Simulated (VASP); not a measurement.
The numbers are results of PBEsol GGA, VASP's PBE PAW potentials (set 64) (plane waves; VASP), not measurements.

A VASP calculation is set up with these files.

INCAR:
```
SIGMA  =  0.1
LCHARG  =  .FALSE.
ALGO  =  Normal   # blocked Davidson
LASPH  =  .TRUE.   # aspherical one-centre terms
ENCUT  =  500
LWAVE  =  .FALSE.
ISIF  =  3   # ions, shape and volume
ISMEAR  =  1   # Methfessel-Paxton
EDIFFG  =  -0.02   # ionic stop
NELM  =  100   # most electronic steps
IBRION  =  2   # conjugate gradients
PREC  =  Accurate
LREAL  =  .FALSE.   # projection in real space or not
GGA  =  PS   # PBEsol
EDIFF  =  1E-6   # SCF stop (eV)
SYSTEM  =  W
NSW  =  40   # most ionic steps
LMAXMIX  =  6   # l cut-off of mixed one-centre charges
```

File KPOINTS:
```
K-points
0
Gamma
 16 16 16
```

**POSCAR**
```
W
1
   -1.5785728233     1.5785728233     1.5785728233
    1.5785728233    -1.5785728233     1.5785728233
    1.5785728233     1.5785728233    -1.5785728233
W
1
Direct
  0.0000000000   0.0000000000   0.0000000000
```

POTCAR, in this order: W_sv (PBE.64 set). Program: vasp_std.

Question: What will the output report for the number of irreducible k-points (NKPTS), largest plane-wave count, number of space-group operations, FFT grid (NGX, NGY, NGZ)?

Answer: 
```
Property                                      Result
--------------------------------------  ------------
number of irreducible k-points (NKPTS)           145
largest plane-wave count                         420
number of space-group operations                  48
FFT grid (NGX, NGY, NGZ)                20 × 20 × 20
```

The compound is W in the bcc structure. This run relaxes it. Symmetry was kept, so distortions that lower it aren't found.
